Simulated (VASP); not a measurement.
Here is the system:

```xyz
4
Lattice="1.5292 -2.6487 0.0000 1.5292 2.6487 0.0000 0.0000 0.0000 5.0167" Properties=species:S:1:pos:R:3 pbc="T T T"
Si     1.5292    -0.8829     2.5066
Si     1.5292     0.8829     5.0149
C      1.5292    -0.8829     4.3914
C      1.5292     0.8829     1.8831
```

Calculation: LDA (Ceperley-Alder, Perdew-Zunger), VASP's LDA PAW potentials (set 64) (plane waves; VASP). Run with 520 eV cut-off, 9×9×5 Γ-centred mesh, tetrahedra with Blöchl corrections, potentials Si C.

The cores are frozen, which limits the accuracy of field gradients.

Task: Give the principal components of the electric field gradient (V/Å²) and the asymmetry η at each nucleus.

Result: 
```
atom   Vxx   Vyy  Vzz     η
----  ----  ----  ---  ----
Si1   -1.4  -1.4  2.9  0.00
Si2   -1.4  -1.4  2.9  0.00
C3    -1.0  -1.0  2.0  0.00
C4    -1.0  -1.0  2.0  0.00
```

The compound is SiC in the wurtzite structure, the rare 2H polytype. It was relaxed first.
